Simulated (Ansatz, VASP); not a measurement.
# SnO: VASP beside Ansatz, part 2 of 2

Wanted: the spread between two codes on one cell, functional and k mesh. The cell is generated by rule, not measured, and may not be a known phase. The cell is taken from a series of runs on this material, whose earlier steps may have relaxed, scaled, displaced or heated it; both programs get it as it stands.

VASP 6.6.1 and Ansatz 0.2.0.

So far. Step 5 (VASP: single point, LDA, pair 2): The run ends at a pressure of -0.65 GPa, with forces up to 0.19 eV/Å. Step 6 (Ansatz: single point, LDA, pair 2): The run ends at a pressure of -0.73 GPa, with forces up to 0.18 eV/Å.

## 7. Differences

Compared:

```csv
quantity,Ansatz,VASP,difference
pressure (GPa),-0.73,-0.65,-0.07
```

Forces (eV/Å; atoms numbered as in POSCAR):

```csv
atom,"Ansatz x, y, z","VASP x, y, z"
Sn1,"0.000, 0.000, 0.000","0.000, 0.000, 0.000"
Sn2,"0.000, 0.000, 0.000","0.000, 0.000, 0.000"
O3,"-0.178, 0.000, 0.000","-0.189, 0.000, 0.000"
O4,"0.178, 0.000, 0.000","0.189, 0.000, 0.000"
```

The forces differ by 4.5 meV/Å r.m.s., which is 5.8 % of the r.m.s. force of 0.077 eV/Å (both taken over all components).

## 8. VASP: single point, LDA, pair 3

A single point gives forces, pressure and levels at one fixed geometry, so differences don't come from the geometry; what else differs is listed under the comparison.

INCAR

```
SYSTEM = SnO
PREC = Accurate
ENCUT = 600
EDIFF = 1E-06
NELM = 120
ISMEAR = 1
SIGMA = 0.15
LREAL = .FALSE.
ALGO = Normal
GGA = PW92
NBANDS = 26
LORBIT = 11
LWAVE = .FALSE.
LCHARG = .FALSE.
ISIF = 2
LASPH = .TRUE.
GGA_COMPAT = .FALSE.
KPAR = 2
```

POSCAR

```
SnO
1.0
    0.0000000000     -2.6614960121     -2.6614960121
    0.0000000000      2.6614960121     -2.6614960121
    5.3229920242      0.0000000000      0.0000000000
Sn O
2 2
Direct
    0.5000000000      0.5000000000      0.5000000000
    0.0000000000      0.0000000000      0.0000000000
    0.0000000000      0.5000000000      0.8101165657
    0.5000000000      0.0000000000      0.1898834343
```

KPOINTS

```
Automatic mesh
0
Gamma
10 10 8
0 0 0
```

Potentials, in the order of the species: Sn_d and O (LDA family, release 64).

Launch:

```bash
mpirun -np 2 vasp_std
```

Numbers of over 12 decimals in the logs are rounded to 6 here.

The program printed:

```text
[... set-up lines as in an earlier step ...]
 entering main loop
       N       E                     dE             d eps       ncg     rms          rms(c)
DAV:   1     0.438738384187E+03    0.43874E+03   -0.22065E+04  5522   0.247E+03
DAV:   2     0.421274883599E+02   -0.39661E+03   -0.38614E+03  5748   0.573E+02
DAV:   3    -0.236792143401E+02   -0.65807E+02   -0.64201E+02  6314   0.201E+02
DAV:   4    -0.273984642100E+02   -0.37192E+01   -0.36697E+01  6368   0.495E+01
[...]
DAV:  12    -0.235589081706E+02   -0.71040E-07   -0.94128E-05  7160   0.668E-02    0.117E-02
DAV:  13    -0.235589069524E+02    0.12183E-05   -0.75747E-06  6608   0.290E-02    0.440E-03
DAV:  14    -0.235589068952E+02    0.57185E-07   -0.52583E-07  2894   0.654E-03
   1 F= -.23558907E+02 E0= -.23558832E+02  d E =-.225185E-03
```

OUTCAR, selected parts (step 8):

```text
  Total        0.0321098     -0.5673616     -0.5673616     -0.0000000      0.0000000      0.0000000
  in kB        0.6821981    -12.0540517    -12.0540517     -0.0000000      0.0000000      0.0000000
  external PRESSURE =      -7.8086351 kB  Pullay stress =       0.0000000 kB

 POSITION                                       TOTAL-FORCE (eV/Angst)
 -----------------------------------------------------------------------------------
      2.66150      0.00000     -2.66150         0.000000     -0.000000     -0.000000
      0.00000      0.00000      0.00000         0.000000      0.000000     -0.000000
      4.31224      1.33075     -1.33075        -0.367084     -0.000000     -0.000000
      1.01075     -1.33075     -1.33075         0.367084      0.000000      0.000000
 -----------------------------------------------------------------------------------
    total drift:                                0.000000     -0.000000     -0.000000

  FREE ENERGIE OF THE ION-ELECTRON SYSTEM (eV)
  ---------------------------------------------------
  free  energy   TOTEN  =       -23.5589068952 eV

  energy  without entropy=      -23.5586817100  energy(sigma->0) =      -23.55883183

[... 2 parts as in an earlier step ...]

[... 1 further part left out ...]
[key lines of the parts left out:]
E-fermi :   6.5130
```

The run ends at a pressure of -0.78 GPa, with forces up to 0.37 eV/Å.

## 9. Ansatz: single point, LDA, pair 3

The same cell, functional (in two slightly different forms), mesh and smearing now go to Ansatz, which takes its cutoff from its data sets.

The cell is taken from a series of runs on this material, whose earlier steps may have relaxed, scaled, displaced or heated it; both programs get it as it stands.

input.yaml

```yaml
crystal:
  lattice:
    - [0.0, -2.6614960121, -2.6614960121]
    - [0.0, 2.6614960121, -2.6614960121]
    - [5.3229920242, 0.0, 0.0]
  atoms:
    - { symbol: Sn, position: [0.5, 0.5, 0.5] }
    - { symbol: Sn, position: [0.0, 0.0, 0.0] }
    - { symbol: O, position: [0.0, 0.5, 0.8101165657] }
    - { symbol: O, position: [0.5, 0.0, 0.1898834343] }
kpoints:
  mp_grid: { grid: [10, 10, 8] }
hamiltonian:
  xc: lda
scf:
  occupations: { method: methfessel_paxton, width: 0.15 }
output:
  forces: true
  stress: true
  eigenvalues: true
```

Launch:

```bash
ansatz run input.yaml --threads 4 --pin off --max-ram 7168MiB --backend cpu --events-out ev --progress --plain --runs-dir out
```

The program printed:

```text
[...]
Crystal: 4 atoms, lattice volume = 75.411 Å³
Basis set: ecut = 420 eV, 1465 PW (Γ)
Bands: 24, of which v1, the nominal top of the filled ones, is band 20 counted from 1 (19 counted from 0)
Symmetry: 8 space group operations
[...]
k-points: 105 of 800 (time reversal used)
[...]
--- Band table (eV; the first three rows and the last of 105) ---
  k-point 0: bands = [... 16 lower, 4.6445, 5.0909, 5.0909, 8.6544, 8.6625, 12.6796, 12.6796, 13.3675]
  k-point 1: bands = [... 16 lower, 4.8564, 5.0598, 5.0598, 8.3034, 9.0180, 12.6643, 12.6643, 13.0197]
  k-point 2: bands = [... 16 lower, 4.9816, 4.9816, 5.3654, 7.8810, 9.4466, 12.2866, 12.6291, 12.6291]
  k-point 104: bands = [... 16 lower, 3.4330, 3.4381, 7.6027, 9.7166, 9.7166, 10.7684, 12.1499, 12.1611]
[key lines of the parts left out:]
SCF converged after 8 iterations
Free energy (F): -12867.628252 eV
Fermi energy:    9.059227 eV
P = ⅓ Tr σ = -0.8859 GPa (-8.859 kbar)
```

The run ends at a pressure of -0.89 GPa, with forces up to 0.35 eV/Å.

## 10. Side by side

Both answers:

```csv
quantity,Ansatz,VASP,difference
pressure (GPa),-0.89,-0.78,-0.10
```

Forces (eV/Å; atoms numbered as in POSCAR):

```csv
atom,"Ansatz x, y, z","VASP x, y, z"
Sn1,"0.000, 0.000, 0.000","0.000, 0.000, 0.000"
Sn2,"0.000, 0.000, 0.000","0.000, 0.000, 0.000"
O3,"-0.353, 0.000, 0.000","-0.367, 0.000, 0.000"
O4,"0.353, 0.000, 0.000","0.367, 0.000, 0.000"
```

The forces differ by 5.6 meV/Å r.m.s., which is 3.8 % of the r.m.s. force of 0.150 eV/Å (both taken over all components).

## 11. Summary of results

| Item | Value |
| --- | --- |
| difference in pressure (single point, LDA, pair 1) | -0.011 GPa |
| r.m.s. force difference (single point, LDA, pair 2) | 4.5 meV/Å |
| r.m.s. force difference (single point, LDA, pair 3) | 5.6 meV/Å |

**Reading.** The r.m.s. force difference is 5.6 meV/Å (single point, LDA, pair 3), within the 12 meV/Å picked in this series as the mark of a large difference. 5 further runs of this series are not shown here. Such differences can come from data sets, numerical settings and the points named under the comparisons, not from the functional's error against experiment.

[Lines on the potential files, build, host, timing and source positions are cut from VASP's logs without a mark.]

[Logs are printed without paths, hosts, clocks, repeated set-up lines and the standing remarks that a program may print on its own settings, such as how far it seeks lower states.]

[Hosts, paths, dates, database ids (printed as entryN), source tags and the programs' standing remarks are cut or masked in the printed files.]
